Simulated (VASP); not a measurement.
# BiAs: density of states with PBE

Crystal: BiAs.

```
CELL_PARAMETERS angstrom
3.69405 0.00000 0.00000
0.00000 3.69405 0.00000
0.00000 0.00000 3.69405
ATOMIC_POSITIONS crystal
As 0.00000 0.00000 0.00000
Bi 0.50000 0.50000 0.50000
```

The cell comes from a database or a generator and needn't be the stable form of this composition.

- Program: VASP 6.6.1
- Task: density of states
- Functional: PBE
- Potentials or basis: VASP PAW PBE potentials, release 64 (As, Bi_d)
- Cutoff: 520 eV
- k mesh: 13 × 13 × 13
- Occupations: fermi-dirac, width 0.05 eV
- Spin: no spin polarisation
- Dipole correction: no
- k mesh for the DOS: 20 × 20 × 20
- Occupations for the DOS: tetrahedron
- Further INCAR settings: ALGO = Fast; EDIFF = 1e-06

- Valence electrons inside the program's atomic spheres: As 2.64; Bi 12.68

Levels at points of the mesh, in eV from the Fermi level:
```csv
k point,band 7,band 8,band 9,band 10,band 11,band 12,band 13,band 14
"(0.00, 0.00, 0.00)",-7.55,-1.85,-1.85,-1.85,3.92,3.92,5.56,5.56
"(0.50, 0.00, 0.00)",-11.11,-0.62,-0.49,0.38,0.38,1.57,1.57,5.66
"(0.50, 0.50, 0.00)",-9.95,-5.42,-5.42,0.88,2.96,3.82,3.82,6.50
"(0.50, 0.50, 0.50)",-9.37,-2.51,-2.51,-2.51,-2.44,-2.44,-2.44,14.90
```

States per cell in windows of 1 eV (zero at the Fermi level; states under -8 eV left out):
| from (eV) | total | Bi2_p | As1_p | As1_s | Bi2_d | As1_d | Bi2_s |
| --- | --- | --- | --- | --- | --- | --- | --- |
| -8.0 | 0.03 | 0.00 | 0.00 | 0.01 | 0.00 | 0.00 | 0.01 |
| -7.0 | 0.00 | 0.00 | 0.00 | 0.00 | 0.00 | 0.00 | 0.00 |
| -6.0 | 0.13 | 0.03 | 0.02 | 0.00 | 0.00 | 0.00 | 0.00 |
| -5.0 | 0.96 | 0.20 | 0.16 | 0.01 | 0.00 | 0.00 | 0.01 |
| -4.0 | 1.32 | 0.26 | 0.23 | 0.03 | 0.01 | 0.00 | 0.04 |
| -3.0 | 1.04 | 0.19 | 0.21 | 0.03 | 0.01 | 0.00 | 0.04 |
| -2.0 | 1.22 | 0.22 | 0.29 | 0.02 | 0.02 | 0.01 | 0.03 |
| -1.0 | 1.34 | 0.21 | 0.37 | 0.02 | 0.02 | 0.01 | 0.03 |
| 0.0 | 1.09 | 0.22 | 0.28 | 0.01 | 0.02 | 0.01 | 0.01 |
| 1.0 | 1.27 | 0.39 | 0.22 | 0.03 | 0.02 | 0.02 | 0.01 |
| 2.0 | 1.55 | 0.50 | 0.32 | 0.02 | 0.02 | 0.02 | 0.01 |
| 3.0 | 1.53 | 0.54 | 0.34 | 0.01 | 0.02 | 0.01 | 0.01 |
| 4.0 | 0.62 | 0.17 | 0.14 | 0.00 | 0.02 | 0.01 | 0.00 |
| 5.0 | 0.30 | 0.03 | 0.02 | 0.00 | 0.02 | 0.02 | 0.00 |
| 6.0 | 0.34 | 0.01 | 0.02 | 0.00 | 0.02 | 0.03 | 0.00 |
| 7.0 | 0.69 | 0.01 | 0.05 | 0.02 | 0.04 | 0.07 | 0.00 |

Wall time 2.7 min on 1 thread of Intel(R) Xeon(R) Platinum 8259CL CPU @ 2.50GHz (Skylake/Cascade Lake), on a shared host, peak memory 0.32 GiB.

Caveat: spin-orbit coupling is left out, which moves the levels of the heavy elements.
